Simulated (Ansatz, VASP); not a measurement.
## Cross-check of GaAs between VASP and Ansatz

Aim: how closely do two programs agree when they are given the same cell, functional and k mesh? The cell is taken from a series of runs on this material, whose earlier steps may have relaxed, scaled, displaced or heated it; both programs get it as it stands.

Method: plane waves, with VASP 6.6.1 beside it; single point at HSE06, in Ansatz 0.2.0.

### 1. Starting point

It takes space group F-43m (No. 216, cubic). Conventional cell: a = 5.697 Å, b = 5.697 Å, c = 5.697 Å, α = 90.00°, β = 90.00°, γ = 90.00°. Nearest to As lie 4 Ga at 2.47 Å. Ga has 4 As at 2.47 Å nearest. Farther neighbours are not listed.

### 2. Ansatz: single point, HSE06

Ansatz runs on its PAW soft_1 files.

A single point gives forces, pressure and levels at one fixed geometry, so differences don't come from the geometry; what else differs is listed under the comparison.

input.yaml

```yaml
crystal:
  lattice:
    - [0.0, 2.8483883672, 2.8483883672]
    - [2.8483883672, 0.0, 2.8483883672]
    - [2.8483883672, 2.8483883672, 0.0]
  atoms:
    - { symbol: As, position: [0.75, 0.75, 0.75] }
    - { symbol: Ga, position: [0.0, 0.0, 0.0] }
kpoints:
  mp_grid: { grid: [6, 6, 6] }
scf:
  occupations: { method: fermi_dirac, width: 0.02 }
hamiltonian:
  xc: hse06
  pseudopotentials: { kind: paw, azcp: { folder: soft_1 } }
basis:
  ecutwfc: 600
output:
  forces: true
  stress: true
```

Started as:

```console
ansatz run input.yaml --threads 8 --pin off --max-ram 18432MiB --backend cpu --events-out ev --progress --plain --runs-dir out
```

Numbers of over 12 decimals in the logs are rounded to 6 here.

The program printed:

```text
Warning: output.stress: scf.convergence.dr2_threshold = 1e-7 eV (the SCF's general default) is looser than the 2e-10 eV advised for a printed stress (1e-10 eV for each atom of the cell: 2). What an SCF threshold leaves in a stress goes as its square root, and in the free energy as the threshold itself, and one threshold admits the most on a small cell: [figures from the program's tests cut] Set scf.convergence.dr2_threshold to 2e-10 eV or tighter. The threshold is an SCF's pass mark: one that does not reach it within its budget of iterations ends unconverged, or closes short of it on a stop that the run arms, and scf.convergence.dr2_threshold's page says what that costs each kind of run
Warning: output.stress: scf.exx.energy_threshold = 1e-6 eV is looser than the 2e-8 eV advised for a stress under a hybrid functional (1e-8 eV for each atom of the cell: 2). Every SCF of the exchange loop can meet its threshold on dr2 while the loop round them stops early: no threshold on dr2 bounds what that leaves in the stress. Set scf.exx.energy_threshold to 2e-8 eV or tighter. The threshold is the loop's pass mark: a loop that does not reach it within its budget of cycles ends unconverged, and scf.exx.energy_threshold's page has the law
Engine: ansatz 0.2.0, aarch64-unknown-linux-gnu
Pseudopotentials: kind: paw
Pseudopotential: As, paw, valence charge 15, recommended cutoff 420 eV (normal), soft_1/As.paw.azcp
Pseudopotential: Ga, paw, valence charge 13, recommended cutoff 420 eV (normal), soft_1/Ga.paw.azcp
Functional definition: HSE06
  parameter a = 0.25
  parameter omega = 0.11/bohr
  exchange = pbe_x - a*pbe_x_sr(omega) + a*exact_x_sr(omega)
  correlation = pbe_c
Crystal: 2 atoms, lattice volume = 46.220 Å³
Basis set: ecut = 600 eV, 1471 PW (Γ), exchange–correlation on 72×72×72 points (8 copies of the dense FFT grid, shifted against one another)
Bands: 18, of which v1, the nominal top of the filled ones, is band 14 counted from 1 (13 counted from 0)
Symmetry: 24 space group operations
Space group: F-43m (ITA 216), of the structure as read, at distance tolerance 3.6e-5 Å
k-points: 16 of 216 (time reversal used)
Non-local potential: As, projectors of the file, l = 0: 2, l = 1: 2, l = 2: 3, l = 3: 1
Non-local potential: Ga, projectors of the file, l = 0: 2, l = 1: 2, l = 2: 3, l = 3: 1
PAW form: soft (Blöchl's): semilocal exchange-correlation on the pseudo side does not see the compensation charge
PAW frozen core: As, regenerated for the run's functional, and the local potential with it (the file was generated under x = pbe(κ = 0.804, μ = 0.219515), c = pbe(β = 0.066725))
PAW frozen core: Ga, regenerated for the run's functional, and the local potential with it (the file was generated under x = pbe(κ = 0.804, μ = 0.219515), c = pbe(β = 0.066725))
PAW one-centre angular grid: As, 590 points (default); XC on 64 Gauss nodes
PAW one-centre angular grid: Ga, 590 points (default); XC on 64 Gauss nodes
Initial density: superposition of atomic densities (chi_scale 0.1, normalization cell, long waves kept (reshape's long-wave potential 0.00 eV rms))
Initial wavefunctions: pseudopotential atomic-orbital guess
Functional: x = pbe(κ = 0.804, μ = 0.219515), c = pbe(β = 0.066725), warm-up for x = pbe(κ = 0.804, μ = 0.219515) + 0.25 (exact − pbe) at short range (hse, ω = 0.207870 Å⁻¹), c = pbe(β = 0.066725); HSE06 as pw.x's `hse` composes it (authors' and Libxc's form: `xc: wpbeh`)
SCF iter   1: F=—  HF=-8639.859445 eV  |F-HF|=—  |Δ(HF+E_count)|=         —  Δρ=4.35e-2  dr2=4.46e-1  ethr=1.00e-1  ⟨swp⟩=5.6  Hψ=777  notcnv=0
preconditioner: auto → none  [insulator: Δε(μ)=0.349 eV  Ē_g=15.637 eV  σ=0.020 eV  W_gap=1.00  n_scr=14 (ndim 8)  ℏωp=23.2 eV  f_vac=0.003  D(μ)=0.00/eV (n_scr^D=0)]
SCF iter   2: F=—  HF=-8639.858616 eV  |F-HF|=—  |Δ(HF+E_count)|=   8.29e-4  Δρ=1.96e-2  dr2=1.05e-1  ethr=1.59e-3  ⟨swp⟩=4.5  Hψ=768  notcnv=0  defer=3
iter 3 solved again at ethr=9.91e-6 eV; its pass at ethr=3.74e-4 eV (dr2=2.78e-3 eV) is discarded
SCF iter   3: F=—  HF=-8639.849622 eV  |F-HF|=—  |Δ(HF+E_count)|=   8.99e-3  Δρ=3.54e-3  dr2=2.98e-3  ethr=9.91e-6  ⟨swp⟩=4.2  Hψ=1509  notcnv=0  defer=3
SCF iter   4: F=—  HF=-8639.845759 eV  |F-HF|=—  |Δ(HF+E_count)|=   3.86e-3  Δρ=1.11e-3  dr2=6.24e-4  ethr=9.91e-6  ⟨swp⟩=4.0  Hψ=944  notcnv=0
SCF iter   5: F=—  HF=-8639.845583 eV  |F-HF|=—  |Δ(HF+E_count)|=   1.76e-4  Δρ=4.70e-4  dr2=5.46e-5  ethr=2.23e-6  ⟨swp⟩=3.1  Hψ=579  notcnv=0
SCF iter   6: F=—  HF=-8639.845630 eV  |F-HF|=—  |Δ(HF+E_count)|=   4.76e-5  Δρ=3.03e-4  dr2=4.90e-5  ethr=1.95e-7  ⟨swp⟩=4.1  Hψ=803  notcnv=0
SCF iter   7: F=-8639.845612 eV  HF=-8639.845616 eV  |F-HF|=3.95e-6  |Δ(HF+E_count)|=   1.49e-5  Δρ=1.18e-4  dr2=6.68e-6  ethr=1.75e-7  ⟨swp⟩=2.3  Hψ=520  notcnv=0  defer=1
SCF 1 stopped early in 7 iterations: F = -8639.845612 eV  dr2 = 6.68e-6
  greatest PAW one-centre occupation: 0.999 electrons in one spin orbital (limit 2), on the As atom at site 0 (counted from 0), in its partial waves of l = 2
Initial density: handed on by an earlier stage of this run
Initial wavefunctions: those handed on with the density
Functional: x = pbe(κ = 0.804, μ = 0.219515) + 0.25 (exact − pbe) at short range (hse, ω = 0.207870 Å⁻¹), c = pbe(β = 0.066725); HSE06 as pw.x's `hse` composes it (authors' and Libxc's form: `xc: wpbeh`)
Exchange kernel: α = 0.2500, screened, ω = 0.2079 Å⁻¹, Wigner–Seitz truncation, v(0) = 1046.6632 eV·Å³, q-mesh 6×6×6, nearest image of the exchange supercell L = 24.17 Å, pair-density grid 18×18×18, without the augmentation charges, whose exchange is taken in its separable form by FFT convolution over the k-point mesh (sized by the pseudopotential files, 27×27×27 at the most), smooth part of the exact exchange by density-matrix convolution
Frozen-core exchange: fock
SCF iter   1: F=—  HF=-8641.613985 eV  |F-HF|=—  |Δ(HF+E_count)|=         —  Δρ=1.41e-2  dr2=3.56e-2  ethr=2.38e-7  ⟨swp⟩=7.8  Hψ=1544  notcnv=0
preconditioner: auto → none  [insulator: Δε(μ)=1.123 eV  Ē_g=18.093 eV  σ=0.020 eV  W_gap=1.00  n_scr=14 (ndim 8)  ℏωp=23.2 eV  f_vac=0.087  D(μ)=0.00/eV (n_scr^D=0)]
SCF iter   2: F=—  HF=-8641.595677 eV  |F-HF|=—  |Δ(HF+E_count)|=   1.83e-2  Δρ=3.66e-3  dr2=8.77e-3  ethr=2.38e-7  ⟨swp⟩=5.0  Hψ=1184  notcnv=0
SCF iter   3: F=—  HF=-8641.593825 eV  |F-HF|=—  |Δ(HF+E_count)|=   1.85e-3  Δρ=1.97e-3  dr2=1.65e-3  ethr=2.38e-7  ⟨swp⟩=4.0  Hψ=1006  notcnv=0
SCF iter   4: F=—  HF=-8641.603364 eV  |F-HF|=—  |Δ(HF+E_count)|=   9.54e-3  Δρ=1.38e-3  dr2=3.59e-4  ethr=2.38e-7  ⟨swp⟩=5.0  Hψ=1213  notcnv=0
SCF iter   5: F=—  HF=-8641.603225 eV  |F-HF|=—  |Δ(HF+E_count)|=   1.39e-4  Δρ=1.09e-4  dr2=2.37e-5  ethr=2.38e-7  ⟨swp⟩=4.0  Hψ=839  notcnv=0
SCF iter   6: F=-8641.603345 eV  HF=-8641.603349 eV  |F-HF|=3.68e-6  |Δ(HF+E_count)|=   1.23e-4  Δρ=1.53e-4  dr2=6.41e-6  ethr=3.11e-8  ⟨swp⟩=4.8  Hψ=868  notcnv=0
SCF 2 stopped early in 6 iterations: F = -8641.603345 eV  dr2 = 6.41e-6
hybrid outer 1: dexx = +1.091e-2 eV, tail = 6.79e-5 eV
Exchange kernel: α = 0.2500, screened, ω = 0.2079 Å⁻¹, Wigner–Seitz truncation, v(0) = 1046.6632 eV·Å³, q-mesh 6×6×6, nearest image of the exchange supercell L = 24.17 Å, pair-density grid 18×18×18, without the augmentation charges, whose exchange is taken in its separable form by FFT convolution over the k-point mesh (sized by the pseudopotential files, 27×27×27 at the most), smooth part of the exact exchange by density-matrix convolution
Frozen-core exchange: fock
SCF iter   1: F=—  HF=-8641.603370 eV  |F-HF|=—  |Δ(HF+E_count)|=         —  Δρ=6.09e-5  dr2=1.01e-6  ethr=1.21e-6  ⟨swp⟩=3.9  Hψ=651  notcnv=0
preconditioner: auto → none  [insulator: Δε(μ)=1.229 eV  Ē_g=17.912 eV  σ=0.020 eV  W_gap=1.00  n_scr=14 (ndim 8)  ℏωp=23.2 eV  f_vac=0.086  D(μ)=0.00/eV (n_scr^D=0)]
SCF iter   2: F=—  HF=-8641.603374 eV  |F-HF|=—  |Δ(HF+E_count)|=   4.20e-6  Δρ=4.21e-5  dr2=7.12e-7  ethr=2.63e-9  ⟨swp⟩=4.1  Hψ=1003  notcnv=0  defer=1
SCF iter   3: F=—  HF=-8641.603374 eV  |F-HF|=—  |Δ(HF+E_count)|=   1.45e-7  Δρ=1.49e-5  dr2=5.69e-8  ethr=2.11e-9  ⟨swp⟩=3.0  Hψ=553  notcnv=0
SCF iter   4: F=-8641.603374 eV  HF=-8641.603374 eV  |F-HF|=4.30e-9  |Δ(HF+E_count)|=   1.29e-7  Δρ=3.24e-6  dr2=5.27e-9  ethr=1.53e-10  ⟨swp⟩=4.1  Hψ=811  notcnv=0  defer=1
SCF 3 converged in 4 iterations: F = -8641.603374 eV  dr2 = 5.27e-9
  Residual-converged pass: ⟨swp⟩=3.1  Hψ=641  notcnv=0  max |occ|·‖R‖ = 2.4e-6 eV (tolerance 2.4e-6 eV)  dr2=5.23e-9  dr2_onsite=2.29e-9  max |Δocc| = 6.5e-21
hybrid outer 2: dexx = +1.573e-6 eV, tail = 5.08e-8 eV, Δε = 3.54e-3 eV (about 1.34e-4 eV left of the loop's levels)
hybrid SCF converged: 2 outer / 10 inner (+7 warm-up), last move |dexx| = 1.57e-6 eV, tail = 5.08e-8 eV
Stability not checked: this state was not tested for a lower state beside it, because the functional holds exact exchange (a hybrid, or Hartree-Fock), whose exchange loop this test does not read (fock_operator; see scf.lower_state_search)
Free energy (F): -8641.603374 eV
Frozen-core exchange: fock
Harris-Foulkes:  -8641.603374 eV  (|F-HF|=4.30e-9)
Internal energy: -8641.603374 eV  (E = F + TS)
E sigma→0 (E₀):  -8641.603374 eV
Fermi energy:    7.848230 eV
--- Per-component energies (eV) ---
  E_band       = -402.166455
  E_kinetic    = 207.282348
  E_local      = -3694.288262  (includes V_loc(G=0)·N_el)
  E_nonlocal   = -486.204494
  E_hartree    = 2152.344856
  E_xc         = -107.785402
  E_vxc        = -103.858661  (∫ρ·V_xc dr)
  E_exx        = -109.295502  (= α·E_x^exact, valence–valence)
  E_paw        = -3924.687836  (= ΣΔE_a)
  E_vpaw       = -411.196724  (= ΣTr[D̂ρ^β])
  E_aug_tail   = -0.000002  (compensation charges beyond the density's cutoff)
  E_ewald      = -2678.321092
  E_core_change = -0.647986  (= ΣΔE_core)
  E_smearing   = -0.000000  (= −TS)
  E_closure    = -0.000002  (closes the sum)
  Σ components = -8641.603374   (vs F -8641.603374, Δ=1.82e-12)
--- Forces (eV/Å), atoms counted from 1 ---
  atom   1  As     0.00000000     0.00000000    -0.00000000
  atom   2  Ga     0.00000000    -0.00000000     0.00000000
  max |Σ_I F_I| component: 1.99e-17 eV/Å
--- Stress (GPa, compression-positive) ---
       -0.522485       0.000000      -0.000000
        0.000000      -0.522485       0.000000
       -0.000000       0.000000      -0.522485
  P = ⅓ Tr σ = -0.5225 GPa (-5.225 kbar)
--- Band table (eV; the first three rows and the last of 16) ---
  k-point 0: bands = [... 10 lower, -6.5589, 7.2227, 7.2227, 7.2227, 8.4518]
  k-point 1: bands = [... 10 lower, -6.2250, 4.4466, 6.8338, 6.8338, 9.5668]
  k-point 2: bands = [... 10 lower, -5.3552, 1.5141, 6.2563, 6.2563, 9.1397]
  k-point 15: bands = [... 10 lower, -3.8737, 0.1026, 3.6989, 3.8757, 11.1970]
  guard bands above this table: 3 of the run's 18 bands. The solve was not asked for them (output.publish_guard_bands: true or output.eigenvalues: true publishes all)
```

The column dr2 measures how far the density is from self-consistency, as an energy; F and HF (Harris–Foulkes) agree once it is small.

The run ends at a pressure of -0.52 GPa.

(Part 1 of 2 ends here.)

[Lines on the potential files, build, host, timing and source positions are cut from VASP's logs without a mark.]

[Logs are printed without paths, hosts, clocks, repeated set-up lines and the standing remarks that a program may print on its own settings, such as how far it seeks lower states.]

[Hosts, paths, dates, database ids (printed as entryN), source tags and the programs' standing remarks are cut or masked in the printed files.]
